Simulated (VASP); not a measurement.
VASP ran on this input.

**KPOINTS**
```
kpoints
0
G
8 8 8
```

INCAR:
```
ALGO  =  Normal
IBRION  =  2
ENCUT  =  520   # plane-wave cut-off (eV)
GGA  =  PE   # PBE
EDIFF  =  1E-6
SYSTEM  =  Be2C
NELM  =  100   # most electronic steps
NSW  =  60   # most ionic steps
SIGMA  =  0.05   # width (eV)
ISMEAR  =  0
ISIF  =  3   # ions, shape and volume
LASPH  =  T
EDIFFG  =  -0.02   # ionic stop
LREAL  =  F   # projection in real space or not
LCHARG  =  F
LWAVE  =  F
PREC  =  Accurate
```

POSCAR:
```
Be2C
1.0
  0.0000000000   2.1645254480   2.1645254480
  2.1645254480   0.0000000000   2.1645254480
  2.1645254480   2.1645254480   0.0000000000
Be C
2 1
direct
  0.2500000000   0.2500000000   0.2500000000
  0.7500000000   0.7500000000   0.7500000000
  1.0000000000   1.0000000000   1.0000000000
```

POTCAR, in this order: Be C (PBE.64 set). Program: vasp_std.

Task: Translate this PBE calculation to Quantum ESPRESSO's pw.x.

Result: One equivalent input (not run):
```
&CONTROL
  calculation = 'vc-relax'
  pseudo_dir = './pseudo'
  outdir = './out'
  tprnfor = .true.
  tstress = .true.
  nstep = 60
  forc_conv_thr = 0.00078
/
&SYSTEM
  ibrav = 0
  nat = 3
  ntyp = 2
  ecutwfc = 88
  occupations = 'smearing'
  smearing = 'gaussian'
  degauss = 0.003675
  input_dft = 'pbe'
/
&ELECTRONS
  conv_thr = 7.3e-08
  electron_maxstep = 100
/
&IONS
/
&CELL
/
ATOMIC_SPECIES
  Be 9.012 Be.upf
  C 12.011 C.upf
CELL_PARAMETERS angstrom
     0.0000000    2.1645254    2.1645254
     2.1645254   -0.0000000    2.1645254
     2.1645254    2.1645254    0.0000000
ATOMIC_POSITIONS crystal
  Be   0.2500000  0.2500000  0.2500000
  Be   0.7500000  0.7500000  0.7500000
  C    1.0000000  1.0000000  1.0000000
K_POINTS automatic
  8 8 8 0 0 0
```
The two are equivalent in intent, not identical: the potentials are each code's own (VASP's PAW set, PseudoDojo norm-conserving files in pw.x), so ENCUT and ecutwfc are chosen apart and not converted; conv_thr bounds pw.x's estimated SCF error, while EDIFF bounds the energy change between steps; forc_conv_thr acts on force components and is met together with etot_conv_thr.

The compound is Be2C in the antifluorite structure. It was relaxed first. The start is the result of an earlier pass.
